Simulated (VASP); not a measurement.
A cell of TiB₂ (AlB2 type) near equilibrium:

```yaml
crystal:
  lattice:
    - [1.50902, -2.61370, 0.00000]
    - [1.50902, 2.61370, 0.00000]
    - [0.00000, 0.00000, 3.18648]
  atoms:
    - { symbol: Ti, position: [0.00000, 0.00000, 0.00000] }
    - { symbol: B, position: [0.33333, 0.66667, 0.50000] }
    - { symbol: B, position: [0.66667, 0.33333, 0.50000] }
```

Method: PBEsol GGA, VASP's PBE PAW potentials (set 64) (plane waves; VASP).

| run | ΔE (meV/atom) | σxx | σyy | σzz | largest shear component, with its sign (GPa) | largest force (eV/Å) |
|---|---|---|---|---|---|---|
| as it is | 0.0 | 0.20 | 0.20 | -0.05 | 0.00 | 0.000 |
| after one change | 9.2 | 0.49 | 0.49 | 0.28 | 0.00 | 0.749 |
Stress is in GPa, positive when the cell is compressed.

Problem. Which change was made?
A. atom 3 (B) moved by 0.075 Å along z
B. biaxial strain of +2.0 % in the yz plane with the ions relaxed
C. isotropic strain of +1.0 %
D. atom 3 (B) moved by -0.050 Å along x

Solution. A, atom 3 (B) moved by 0.075 Å along z

The compound is TiB2 in the AlB2 type structure.
